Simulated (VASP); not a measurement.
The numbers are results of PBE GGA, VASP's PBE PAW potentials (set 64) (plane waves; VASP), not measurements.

VASP ran on this input.

**INCAR**
```
NELM=100   # most electronic steps
SIGMA=0.05   # width (eV)
LREAL=Auto   # projection in real space or not
NELECT=288.0
EDIFF=1E-5
LMAXMIX=4   # l cut-off of mixed one-centre charges
ALGO=Fast   # Davidson, then RMM-DIIS
LCHARG=.False.
LWAVE=.True.
PREC=Normal
EDIFFG=-0.03
GGA=PE   # PBE
IBRION=2
ISMEAR=0
LASPH=.True.   # aspherical one-centre terms
NSW=60   # most ionic steps
ISIF=2   # forces and stress, cell fixed
ENCUT=400   # plane-wave cut-off (eV)
ISYM=0
SYSTEM=Ga36N35Si
NELMIN=4
```

File KPOINTS:
```
Automatic mesh
0
Gamma
1 1 1
0 0 0
```

**POSCAR**
```
Ga36N35Si
1
    4.8683178927    -8.4321738171     0.0000000000
    4.8683178927     8.4321738171     0.0000000000
    0.0000000000     0.0000000000    10.5562839806
Ga N Si
36 35 1
Direct
  0.2222220000   0.1111110000   0.2500000000
  0.1111110000   0.2222220000   0.0000000000
  0.2222220000   0.1111110000   0.7500000000
  0.1111110000   0.2222220000   0.5000000000
  0.2222220000   0.4444440000   0.2500000000
  0.1111110000   0.5555560000   0.0000000000
  0.2222220000   0.4444440000   0.7500000000
  0.1111110000   0.5555560000   0.5000000000
  0.2222220000   0.7777780000   0.2500000000
  0.1111110000   0.8888890000   0.0000000000
  0.2222220000   0.7777780000   0.7500000000
  0.1111110000   0.8888890000   0.5000000000
  0.5555560000   0.1111110000   0.2500000000
  0.4444440000   0.2222220000   0.0000000000
  0.5555560000   0.1111110000   0.7500000000
  0.4421790000   0.2200230000   0.4968720000
  0.5545870000   0.4384080000   0.2463480000
  0.4444440000   0.5555560000   0.0000000000
  0.5555560000   0.4444440000   0.7500000000
  0.4491410000   0.5550940000   0.4980370000
  0.5555560000   0.7777780000   0.2500000000
  0.4444440000   0.8888890000   0.0000000000
  0.5555560000   0.7777780000   0.7500000000
  0.4444440000   0.8888890000   0.5000000000
  0.8888890000   0.1111110000   0.2500000000
  0.7777780000   0.2222220000   0.0000000000
  0.8888890000   0.1111110000   0.7500000000
  0.7777780000   0.2222220000   0.5000000000
  0.8888890000   0.4444440000   0.2500000000
  0.7777780000   0.5555560000   0.0000000000
  0.8888890000   0.4444440000   0.7500000000
  0.7825300000   0.5571920000   0.5011580000
  0.8888890000   0.7777780000   0.2500000000
  0.7777780000   0.8888890000   0.0000000000
  0.8888890000   0.7777780000   0.7500000000
  0.7777780000   0.8888890000   0.5000000000
  0.2239110000   0.1170520000   0.4344490000
  0.1111110000   0.2222220000   0.1885000000
  0.2222220000   0.1111110000   0.9385000000
  0.1111110000   0.2222220000   0.6885000000
  0.2174900000   0.4446560000   0.4347650000
  0.1111110000   0.5555560000   0.1885000000
  0.2222220000   0.4444440000   0.9385000000
  0.1111110000   0.5555560000   0.6885000000
  0.2222220000   0.7777780000   0.4385000000
  0.1111110000   0.8888890000   0.1885000000
  0.2222220000   0.7777780000   0.9385000000
  0.1111110000   0.8888890000   0.6885000000
  0.5574610000   0.1172660000   0.4349410000
  0.4427000000   0.2158220000   0.1881800000
  0.5555560000   0.1111110000   0.9385000000
  0.4463350000   0.2261090000   0.6891220000
  0.4454670000   0.5584110000   0.1838370000
  0.5555560000   0.4444440000   0.9385000000
  0.4491910000   0.5598330000   0.6840960000
  0.5534980000   0.7775950000   0.4405040000
  0.4444440000   0.8888890000   0.1885000000
  0.5555560000   0.7777780000   0.9385000000
  0.4444440000   0.8888890000   0.6885000000
  0.8888890000   0.1111110000   0.4385000000
  0.7777780000   0.2222220000   0.1885000000
  0.8888890000   0.1111110000   0.9385000000
  0.7777780000   0.2222220000   0.6885000000
  0.8953500000   0.4457140000   0.4385870000
  0.7788990000   0.5520900000   0.1859780000
  0.8888890000   0.4444440000   0.9385000000
  0.7816760000   0.5610370000   0.6863790000
  0.8840030000   0.7724630000   0.4414520000
  0.7777780000   0.8888890000   0.1885000000
  0.8888890000   0.7777780000   0.9385000000
  0.7777780000   0.8888890000   0.6885000000
  0.5564100000   0.4405510000   0.4431410000
```

POTCAR, in this order: Ga N Si (PBE.64 set). Program: vasp_gam.

At this cut-off the stress carries a Pulay error, which pulls relaxed volumes low. The cell is charged, with a uniform compensating background. The supercell is sampled at Γ alone, which is coarse: total energies, pressure and levels can be off, energies of defects by several tenths of an eV.

Question: Estimate the energy per atom (σ→0).

Answer: 
| Property | Result |
|---|---|
| energy per atom (σ→0) | -5.842 eV/atom |

OSZICAR:
```
...
RMM:   4    -0.420658617426E+03    0.13714E-06   -0.14176E-07    63   0.159E-03
  27 F= -.42065862E+03 E0= -.42065862E+03  d E =-.812101E-04
       N       E                     dE             d eps       ncg     rms          rms(c)
DAV:   1    -0.420658654045E+03   -0.36481E-04   -0.94805E-03   372   0.250E-01    0.210E-02
RMM:   2    -0.420658667213E+03   -0.13169E-04   -0.19071E-04   362   0.315E-02    0.101E-02
RMM:   3    -0.420658667835E+03   -0.62164E-06   -0.29069E-05   255   0.116E-02    0.654E-03
RMM:   4    -0.420658667031E+03    0.80380E-06   -0.62695E-06   217   0.540E-03
  28 F= -.42065867E+03 E0= -.42065867E+03  d E =-.496050E-04
```

The cell is a supercell with a defect, built from GaN (wurtzite): Si_N, charge -1. The run is not spin-polarised, so no state with unpaired spins was tried.
